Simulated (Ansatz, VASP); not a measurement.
**Cross-check of SnSe2 between VASP and Ansatz**

Aim: how closely do two programs agree when they are given the same cell, functional and k mesh?

Calculated with Ansatz 0.2.0; plane waves, with VASP 6.6.1 beside it; relaxation of cell and atoms at PBEsol and band structure at HSE06.

## (1) The structure

It takes space group P-3m1 (No. 164, trigonal). Conventional cell: a = 3.811 Å, b = 3.811 Å, c = 6.136 Å, α = 90.00°, β = 90.00°, γ = 120.00°. Nearest to Sn lie 6 Se at 2.68 Å. Se has 3 Sn at 2.68 Å nearest. Farther neighbours and most contacts between anions are not listed.

## (2) VASP: relaxation of cell and atoms, PBEsol

The relaxed volume is the usual yardstick between codes: its relative difference is about their pressure difference at one cell divided by the bulk modulus.

Lines of VASP's logs that name or quote its potential files are left out, and so is its time.

Input file INCAR:

```
SYSTEM = SnSe2
PREC = Accurate
ENCUT = 400
EDIFF = 1E-06
NELM = 100
ISMEAR = 0
SIGMA = 0.05
LREAL = .FALSE.
ALGO = Normal
GGA = PS
NBANDS = 19
LORBIT = 11
LWAVE = .FALSE.
LCHARG = .FALSE.
KPAR = 2
IBRION = 2
NSW = 60
ISIF = 3
EDIFFG = -0.01
```

Input file POSCAR:

```
SnSe2
1.0
    3.8110000000      0.0000000000      0.0000000000
   -1.9055000000      3.3004228138      0.0000000000
    0.0000000000      0.0000000000      6.1360000000
Sn Se
1 2
Direct
    0.0000000000      0.0000000000      0.0000000000
    0.3333333333      0.6666666667      0.2490000000
    0.6666666667      0.3333333333      0.7510000000
```

Input file KPOINTS:

```
Automatic mesh
0
Gamma
7 7 4
0 0 0
```

PAW data sets: Sn_d and Se (PBE family, release 64).

Run with:

```console
> mpirun -np 2 vasp_std
```

Numbers of over 12 decimals in the logs are rounded to 6 here.

Log:

```text
[banner, memory and clock lines left out]
running    2 mpi-ranks, on    1 nodes
 distrk:  each k-point on    1 cores,    2 groups
 distr:  one band on    1 cores,    1 groups

 POSCAR found type information on POSCAR SnSe
 POSCAR found :  2 types and       3 ions
|                                                                             |
|               ----> ADVICE to this user running VASP <----                  |
|                                                                             |
|     You enforced a specific xc type in the INCAR file but a different       |
|     [... a line on the potential file left out ...]
|     I HOPE YOU KNOW WHAT YOU ARE DOING!                                     |
|                                                                             |

 LDA part: xc-table for (Slater+PW92), standard interpolation
 POSCAR, INCAR and KPOINTS ok, starting setup
 FFT: planning ... GRIDC
 FFT: planning ... GRID_SOFT
 FFT: planning ... GRID
 WAVECAR not read
 entering main loop
       N       E                     dE             d eps       ncg     rms          rms(c)
DAV:   1     0.183010753340E+03    0.18301E+03   -0.10647E+04  1073   0.129E+03
DAV:   2     0.684783031426E+01   -0.17616E+03   -0.17088E+03  1157   0.348E+02
DAV:   3    -0.126128745042E+02   -0.19461E+02   -0.19157E+02  1333   0.108E+02
DAV:   4    -0.132104504224E+02   -0.59758E+00   -0.59675E+00  1272   0.199E+01
DAV:   5    -0.132245384888E+02   -0.14088E-01   -0.14087E-01  1483   0.314E+00    0.520E+00
DAV:   6    -0.129697553660E+02    0.25478E+00   -0.47044E-01  1596   0.811E+00    0.330E+00
DAV:   7    -0.129390638178E+02    0.30692E-01   -0.16185E-01  1361   0.292E+00    0.884E-01
DAV:   8    -0.129368864394E+02    0.21774E-02   -0.12214E-02  1395   0.119E+00    0.266E-01
DAV:   9    -0.129369396539E+02   -0.53214E-04   -0.11919E-03  1172   0.255E-01    0.766E-02
DAV:  10    -0.129369439817E+02   -0.43278E-05   -0.89393E-05  1391   0.639E-02    0.281E-02
DAV:  11    -0.129369580322E+02   -0.14051E-04   -0.20605E-05  1148   0.268E-02    0.486E-03
DAV:  12    -0.129369585170E+02   -0.48484E-06   -0.11404E-06   981   0.873E-03
   1 F= -.12936959E+02 E0= -.12936959E+02  d E =-.129370E+02
[... from here on, the cycles between the ionic steps are left out ...]
   2 F= -.12949193E+02 E0= -.12949193E+02  d E =-.122348E-01
   3 F= -.12969931E+02 E0= -.12969931E+02  d E =-.329726E-01
   6 F= -.12973645E+02 E0= -.12973645E+02  d E =-.371374E-02
   7 F= -.12973823E+02 E0= -.12973823E+02  d E =-.178082E-03
   8 F= -.12973904E+02 E0= -.12973904E+02  d E =-.259030E-03
   9 F= -.12973976E+02 E0= -.12973976E+02  d E =-.723391E-04
  10 F= -.12974183E+02 E0= -.12974183E+02  d E =-.279559E-03
  11 F= -.12974552E+02 E0= -.12974552E+02  d E =-.647601E-03
  12 F= -.12975094E+02 E0= -.12975094E+02  d E =-.119008E-02
  13 F= -.12975369E+02 E0= -.12975369E+02  d E =-.146515E-02
  14 F= -.12975404E+02 E0= -.12975404E+02  d E =-.149978E-02
  15 F= -.12975529E+02 E0= -.12975529E+02  d E =-.125160E-03
  16 F= -.12975543E+02 E0= -.12975543E+02  d E =-.138920E-03
 curvature:  -0.89 expect dE=-0.359E-04 dE for cont linesearch -0.406E-07
 trial: gam= 0.14826 g(F)=  0.233E-05 g(S)=  0.381E-04 ort = 0.348E-05 (trialstep = 0.103E+01)
 search vector abs. value=  0.473E-04
 bond charge predicted
       N       E                     dE             d eps       ncg     rms          rms(c)
DAV:   1    -0.129759013552E+02   -0.35804E-03   -0.82250E-03  1369   0.128E+00    0.105E-01
DAV:   2    -0.129756310676E+02    0.27029E-03   -0.53244E-04  1402   0.347E-01    0.478E-02
DAV:   3    -0.129755553038E+02    0.75764E-04   -0.23133E-04  1396   0.213E-01    0.109E-02
DAV:   4    -0.129755549512E+02    0.35257E-06   -0.13601E-05  1097   0.330E-02    0.513E-03
DAV:   5    -0.129755548533E+02    0.97933E-07   -0.48781E-07   547   0.104E-02
  17 F= -.12975555E+02 E0= -.12975555E+02  d E =-.122441E-04
 trial-energy change:   -0.000012  1 .order   -0.000007   -0.000042    0.000029
 step:   0.7134(harm=  0.6095)  dis= 0.00007  next Energy=   -12.975559 (dE=-0.165E-04)
 reached required accuracy - stopping structural energy minimisation
```

Parts of OUTCAR (step 2):

```text
ion  position               nearest neighbor table
   1  0.000  0.000  0.000-   2 2.68   3 2.68   2 2.68   3 2.68   3 2.68   2 2.68
   2  0.333  0.667  0.249-   1 2.68   1 2.68   1 2.68
   3  0.667  0.333  0.751-   1 2.68   1 2.68   1 2.68

  LATTYP: Found a hexagonal cell.
 ALAT       =     3.8110000000
 C/A-ratio  =     1.6100760955

 Subroutine GETGRP returns: Found 12 space group operations
 (whereof 12 operations were pure point group operations)

The static configuration has the point symmetry D_3d.

 Found     28 irreducible k-points:

   k-points           NKPTS =     28   k-points in BZ     NKDIM =     28   number of bands    NBANDS=     19

   dimension x,y,z NGX =    28 NGY =   28 NGZ =   40
   dimension x,y,z NGXF=    56 NGYF=   56 NGZF=   80

   ENCUT  =  400.0 eV  29.40 Ry    5.42 a.u.   6.21  6.21 10.01*2*pi/ulx,y,z

   NELECT =      26.0000    total number of electrons

 k-points in reciprocal lattice and weights: Automatic mesh
   0.00000000  0.00000000  0.00000000       0.005
   0.14285714  0.00000000  0.00000000       0.031
   0.28571429 -0.00000000  0.00000000       0.031
   0.42857143 -0.00000000  0.00000000       0.031
   0.14285714  0.14285714  0.00000000       0.031
   0.28571429  0.14285714  0.00000000       0.061
   0.42857143  0.14285714  0.00000000       0.031
   0.28571429  0.28571429  0.00000000       0.031
   0.00000000  0.00000000  0.25000000       0.010
[...]
0.42857143  0.14285714  0.50000000       0.031
   0.28571429  0.28571429  0.50000000       0.031

 average (electrostatic) potential at core
       1-102.4999       2 -53.3509       3 -53.3509

 E-fermi :   4.2916

 k-point     1 :       0.0000    0.0000    0.0000
  band No.  band energies     occupation
    ...
      9       3.4715      2.00000
     10       3.4715      2.00000
     11       3.7059      2.00000
     12       3.7059      2.00000
     13       3.9583      2.00000
     14       4.9052      0.00000
     15       7.0093      0.00000
     16       8.6333      0.00000
     17       8.6333      0.00000
     18      12.0571      0.00000
    ...

 k-point     2 :       0.1429    0.0000    0.0000
  band No.  band energies     occupation
    ...
      9       1.7511      2.00000
     10       2.7186      2.00000
     11       2.7922      2.00000
     12       3.9753      2.00000
     13       4.0195      2.00000
     14       6.1016      0.00000
     15       7.6560      0.00000
     16       8.4731      0.00000
     17       8.9455      0.00000
     18      11.3794      0.00000
    ...

 k-point     3 :       0.2857   -0.0000    0.0000
  band No.  band energies     occupation
    ...
      9       0.2439      2.00000
     10       1.3896      2.00000
     11       2.0266      2.00000
     12       3.6242      2.00000
     13       3.9245      2.00000
     14       5.7231      0.00000
     15       7.8427      0.00000
     16       9.2487      0.00000
     17       9.6461      0.00000
     18      10.2501      0.00000
    ...

  Total        0.0217433      0.0217433      0.0161226     -0.0000000      0.0000000      0.0000000
  in kB        0.4493235      0.4493235      0.3331722     -0.0000000      0.0000000      0.0000000
  external PRESSURE =       0.4106064 kB  Pullay stress =       0.0000000 kB

  energy-cutoff  :      400.00
  volume of cell :       77.53
      direct lattice vectors                 reciprocal lattice vectors
     3.820297908 -0.000000000  0.000000000     0.261759691  0.151127028 -0.000000000
    -1.910148954  3.308475038 -0.000000000     0.000000000  0.302254056 -0.000000000
    -0.000000000  0.000000000  6.134106409    -0.000000000 -0.000000000  0.163022930

 POSITION                                       TOTAL-FORCE (eV/Angst)
 -----------------------------------------------------------------------------------
      0.00000      0.00000      0.00000         0.000000     -0.000000      0.000000
     -0.00000      2.20565      1.58696        -0.000000      0.000000      0.003607
      1.91015      1.10283      4.54714         0.000000     -0.000000     -0.003607
 -----------------------------------------------------------------------------------
    total drift:                               -0.000000      0.000000      0.000000

  FREE ENERGIE OF THE ION-ELECTRON SYSTEM (eV)
  ---------------------------------------------------
  free  energy   TOTEN  =       -12.9755548533 eV

  energy  without entropy=      -12.9755548533  energy(sigma->0) =      -12.97555485

 reached required accuracy - stopping structural energy minimisation

 total charge
# of ion       s       p       d       tot
------------------------------------------
    1        1.062   1.027  10.098  12.187
    2        1.488   2.290   0.028   3.806
    3        1.488   2.290   0.028   3.806
--------------------------------------------------
tot          4.038   5.607  10.154  19.799

[... 3 further parts left out ...]
```

CONTCAR:

```
SnSe2
   1.00000000000000
     3.8202979080620802   -0.0000000000000000    0.0000000000000002
    -1.9101489540310401    3.3084750383836603   -0.0000000000000000
    -0.0000000000000000    0.0000000000000003    6.1341064093134170
  Sn              Se
     1     2
Direct
     0.0000000000000000    0.0000000000000000    0.0000000000000000
     0.3333333332999970    0.6666666667000030    0.2587113851967813
     0.6666666667000030    0.3333333332999970    0.7412886148032186
```

The bonds form layers, held to each other by dispersion, which PBEsol lacks, so the spacing between them is unreliable. The run keeps the 12 symmetry operations of its start, so it cannot find a distortion of lower symmetry.

## (3) Ansatz: relaxation of cell and atoms, PBEsol

Ansatz runs on its default PAW (the set named soft_2) files.

The same cell, functional, mesh and smearing now go to Ansatz, which takes its cutoff from its data sets.

Input file input.yaml:

```yaml
crystal:
  lattice:
    - [3.811, 0.0, 0.0]
    - [-1.9055, 3.3004228138, 0.0]
    - [0.0, 0.0, 6.136]
  atoms:
    - { symbol: Sn, position: [0.0, 0.0, 0.0] }
    - { symbol: Se, position: [0.3333333333, 0.6666666667, 0.249] }
    - { symbol: Se, position: [0.6666666667, 0.3333333333, 0.751] }
hamiltonian:
  xc: pbesol
  pseudopotentials: { kind: paw }
kpoints:
  mp_grid: { grid: [7, 7, 4] }
scf:
  occupations: { method: gaussian, width: 0.05 }
relax:
  f_tol: 0.01
  max_steps: 60
  cell: { stress_tol: 0.05 }
output:
  forces: true
  stress: true
```

Run with:

```console
> ansatz run input.yaml --threads 4 --pin off --max-ram 9216MiB --backend cpu --events-out ev --progress --plain --runs-dir out
```

Log:

```text
Engine: ansatz 0.2.0, x86_64-unknown-linux-gnu
Pseudopotentials: kind: paw
Pseudopotential: Sn, paw, valence charge 14, recommended cutoff 420 eV (normal), Sn.paw.azcp
Pseudopotential: Se, paw, valence charge 16, recommended cutoff 420 eV (normal), Se.paw.azcp
Functional definition: PBEsol
  exchange = pbesol_x
  correlation = pbesol_c
Crystal: 3 atoms, lattice volume = 77.178 Å³
Basis set: ecut = 420 eV, 1485 PW (Γ), exchange–correlation on 54×54×90 points (8 copies of the dense FFT grid, shifted against one another)
Bands: 28, of which v1, the nominal top of the filled ones, is band 23 counted from 1 (22 counted from 0)
Symmetry: 12 space group operations
Space group: P-3m1 (ITA 164), of the structure as read, at distance tolerance 4.3e-5 Å
k-points: 28 of 196
Non-local potential: Sn, projectors of the file, l = 0: 2, l = 1: 2, l = 2: 2, l = 3: 2
Non-local potential: Se, projectors of the file, l = 0: 2, l = 1: 2, l = 2: 3, l = 3: 1
PAW form: soft (Blöchl's): semilocal exchange-correlation on the pseudo side does not see the compensation charge
PAW frozen core: Sn, regenerated for the run's functional, and the local potential with it (the file was generated under x = pbe(κ = 0.804, μ = 0.219515), c = pbe(β = 0.066725))
PAW frozen core: Se, regenerated for the run's functional, and the local potential with it (the file was generated under x = pbe(κ = 0.804, μ = 0.219515), c = pbe(β = 0.066725))
PAW one-centre angular grid: Sn, 590 points (default); XC on 64 Gauss nodes
PAW one-centre angular grid: Se, 590 points (default); XC on 64 Gauss nodes
Initial density: superposition of atomic densities (neutral atoms: chi_scale 0, normalization atom), corrected by the library's trained network
Initial wavefunctions: pseudopotential atomic-orbital guess
Functional: x = pbesol(κ = 0.804, μ = 0.123457), c = pbesol(β = 0.046)
SCF iter   1: F=—  HF=-16799.183140 eV  |F-HF|=—  |Δ(HF+E_count)|=         —  Δρ=2.19e-3  dr2=3.45e-3  ethr=1.77e-3  ⟨swp⟩=6.4  Hψ=3483  notcnv=0
preconditioner: auto → Resta (q_TF=auto, 2.503 Å⁻¹)  ε∞=2.8  [insulator: Δε(μ)=0.740 eV  Ē_g=16.134 eV  σ=0.050 eV  W_gap=1.00  n_scr=22 (ndim 8)  ℏωp=21.6 eV  f_vac=0.080  D(μ)=0.00/eV (n_scr^D=0)  ε∞_Penn≈2.8]
SCF iter   2: F=—  HF=-16799.180092 eV  |F-HF|=—  |Δ(HF+E_count)|=   3.05e-3  Δρ=1.09e-3  dr2=8.13e-4  ethr=7.49e-6  ⟨swp⟩=3.0  Hψ=1676  notcnv=0  defer=4
SCF iter   3: F=—  HF=-16799.180055 eV  |F-HF|=—  |Δ(HF+E_count)|=   3.66e-5  Δρ=3.23e-4  dr2=6.40e-5  ethr=1.77e-6  ⟨swp⟩=2.0  Hψ=1120  notcnv=0  defer=4
SCF iter   4: F=—  HF=-16799.180073 eV  |F-HF|=—  |Δ(HF+E_count)|=   1.78e-5  Δρ=1.19e-4  dr2=1.12e-5  ethr=1.39e-7  ⟨swp⟩=2.0  Hψ=1114  notcnv=0  defer=4
SCF iter   5: F=—  HF=-16799.180081 eV  |F-HF|=—  |Δ(HF+E_count)|=   8.18e-6  Δρ=2.42e-5  dr2=8.02e-7  ethr=2.43e-8  ⟨swp⟩=2.0  Hψ=939  notcnv=0  defer=4
SCF iter   6: F=—  HF=-16799.180082 eV  |F-HF|=—  |Δ(HF+E_count)|=   5.52e-7  Δρ=9.31e-6  dr2=1.00e-7  ethr=2.17e-10  ⟨swp⟩=5.0  Hψ=2966  notcnv=0
SCF iter   7: F=-16799.180082 eV  HF=-16799.180082 eV  |F-HF|=1.47e-8  |Δ(HF+E_count)|=   1.62e-7  Δρ=2.48e-6  dr2=6.45e-9  ethr=2.17e-10  ⟨swp⟩=4.1  Hψ=2440  notcnv=0
SCF 1 converged in 7 iterations: F = -16799.180082 eV  dr2 = 6.45e-9
  greatest PAW one-centre occupation: 1.000 electrons in one spin orbital (limit 2), on the Se atom at site 2 (counted from 0), in its partial waves of l = 2
relax step   1: F+E_penalty+E_count = -16799.18008192 eV  Δ(F+E_penalty+E_count) = +0.000e0 eV  max|allowed force component| = 5.981e-1 eV/Å  Δτ_max = 0.0000 Å  P = +2.516 GPa  Ω = 77.178 Å³  (7 SCF iters, dr2 threshold 1.00e-7 eV, accepted)
[...]
relax step   2: F+E_penalty+E_count = -16799.04350854 eV  Δ(F+E_penalty+E_count) = +1.366e-1 eV  max|allowed force component| = 1.131e0 eV/Å  Δτ_max = 0.1931 Å  P = -2.974 GPa  Ω = 76.270 Å³  energy of the carried Pulay correction = +2.358e-4 eV  (7 SCF iters, dr2 threshold 3.00e-7 eV, rejected (line search))
[...]
relax step   3: F+E_penalty+E_count = -16799.21517290 eV  Δ(F+E_penalty+E_count) = -3.509e-2 eV  max|allowed force component| = 6.615e-2 eV/Å  Δτ_max = 0.0643 Å  P = -0.312 GPa  Ω = 77.659 Å³  energy of the carried Pulay correction = -1.237e-4 eV  (10 SCF iters, accepted)
[...]
relax step   4: F+E_penalty+E_count = -16799.21572748 eV  Δ(F+E_penalty+E_count) = -5.546e-4 eV  max|allowed force component| = 4.323e-3 eV/Å  Δτ_max = 0.0068 Å  P = -0.023 GPa  Ω = 77.592 Å³  energy of the carried Pulay correction = -1.066e-4 eV  (4 SCF iters, dr2 threshold 3.00e-7 eV, accepted)
[...]
relax step   5: F+E_penalty+E_count = -16799.21574001 eV  Δ(F+E_penalty+E_count) = -1.253e-5 eV  max|allowed force component| = 1.283e-3 eV/Å  Δτ_max = 0.0020 Å  P = +0.006 GPa  Ω = 77.637 Å³  energy of the carried Pulay correction = -1.181e-4 eV  (7 SCF iters, accepted)
[...]
relax step   6: F+E_penalty+E_count = -16799.21584081 eV  Δ(F+E_penalty+E_count) = -1.008e-4 eV  max|allowed force component| = 1.222e-3 eV/Å  Δτ_max = 0.0000 Å  P = +0.003 GPa  Ω = 77.637 Å³  stress off target by 3.09e-2 GPa  SCF on the basis re-selected at this cell (its energy is not comparable with the rows above)  (6 SCF iters)
basis re-selected at this cell: Δ(F+E_penalty+E_count) = -1.008e-4 eV, ΔP = -0.003 GPa vs the last step (what re-selecting the basis moved, of the pressure what is left beyond the Pulay correction that the steps carried, after the strain that the cell walked since its last selection, with what the two solves' SCF thresholds leave and, on support functions, any second-order correction that the steps lacked; it is no m [...]
SCF converged after 6 iterations
Free energy (F): -16799.215841 eV
Harris-Foulkes:  -16799.215841 eV  (|F-HF|=3.27e-11)
Internal energy: -16799.215841 eV  (E = F + TS)
E sigma→0 (E₀):  -16799.215841 eV
Fermi energy:    8.236445 eV
--- Per-component energies (eV) ---
  E_band       = -866.318954
  E_kinetic    = 424.845410
  E_local      = -5997.224781  (includes V_loc(G=0)·N_el)
  E_nonlocal   = -1214.419310
  E_hartree    = 3069.277229
  E_xc         = -584.547181
  E_vxc        = -291.711204  (∫ρ·V_xc dr)
  E_paw        = -7805.406963  (= ΣΔE_a)
  E_vpaw       = 73.637457  (= ΣTr[D̂ρ^β])
  E_aug_tail   = -0.001228  (compensation charges beyond the density's cutoff)
  E_ewald      = -4694.040758
  E_core_change = 2.301741  (= ΣΔE_core)
  E_smearing   = -0.000000  (= −TS)
  E_closure    = -0.000000  (closes the sum)
  Σ components = -16799.215841   (vs F -16799.215841, Δ=0.00e0)
--- Forces (eV/Å), atoms counted from 1 ---
  atom   1  Sn     0.00000000    -0.00000000     0.00000000
  atom   2  Se    -0.00000000    -0.00000000     0.00122241
  atom   3  Se     0.00000000     0.00000000    -0.00122241
  max |Σ_I F_I| component: 4.63e-18 eV/Å
--- Stress (GPa, compression-positive) ---
       -0.010295      -0.000000       0.000000
       -0.000000      -0.010295      -0.000000
        0.000000      -0.000000       0.030861
  P = ⅓ Tr σ = 0.0034 GPa (0.034 kbar)
--- Relaxed structure (5 steps of the walk, 4 accepted, 1 SCFs on fresh bases) ---
  F+E_penalty+E_count = -16799.21584081 eV   max|allowed force component| = 1.222e-3 eV/Å   (the final SCF, on the basis selected at the relaxed cell)
  cell:  # Å, volume = 77.6369 Å³
    - [3.820476, 0, 1.6845091114841564e-18]
    - [-1.910238, 3.308630, -8.422545557420754e-19]
    - [2.712187853083715e-18, 0, 6.141899]
  atoms:
    - { symbol: Sn, position: [0, 0, 0] }
    - { symbol: Se, position: [0.333333, 0.666667, 0.258057] }
    - { symbol: Se, position: [0.666667, 0.333333, 0.741943] }
```

Wall time 4.3 s (4 threads of Intel Xeon Platinum 8375C at 2.90GHz (Ice Lake), shared host); peak memory 0.5 GiB.

## (4) Differences

Known differences besides the potentials themselves: both relaxations stop at a tolerance, which leaves soft axes loose, and VASP keeps its plane-wave basis; the data sets hold 46 valence electrons in Ansatz (default PAW (the set named soft_2) files) and 26 in VASP; the cutoff is 420 eV in Ansatz and 400 eV in VASP; Ansatz makes its cores anew for this functional, VASP keeps those of its PBE data sets; VASP leaves aspherical gradient terms in its spheres out (LASPH is not set), Ansatz keeps them; Ansatz adds a Pulay correction to the stress that steers its cell, VASP none. Total energies have different zeros and are not compared.

Both answers:

| quantity | Ansatz | VASP | difference |
| --- | --- | --- | --- |
| volume (Å³) | 77.64 | 77.53 | +0.14 % |
| edge a after relaxation, in the typed setting (Å) | 3.821 | 3.820 | +0.01 % |
| edge c after relaxation, in the typed setting (Å) | 6.142 | 6.134 | +0.13 % |

The walks stopped with 0.00 GPa left in Ansatz and 0.04 GPa in VASP; each walk ends within a tolerance, so the volume difference is uncertain by about these residues over the bulk modulus, most in soft cells.

(Part 1 of 2 ends here.)

[Lines on the potential files, build, host, timing and source positions are cut from VASP's logs without a mark.]

[Logs are printed without paths, hosts, clocks, repeated set-up lines and the standing remarks that a program may print on its own settings, such as how far it seeks lower states.]

[Hosts, paths, dates, database ids (printed as entryN), source tags and the programs' standing remarks are cut or masked in the printed files.]
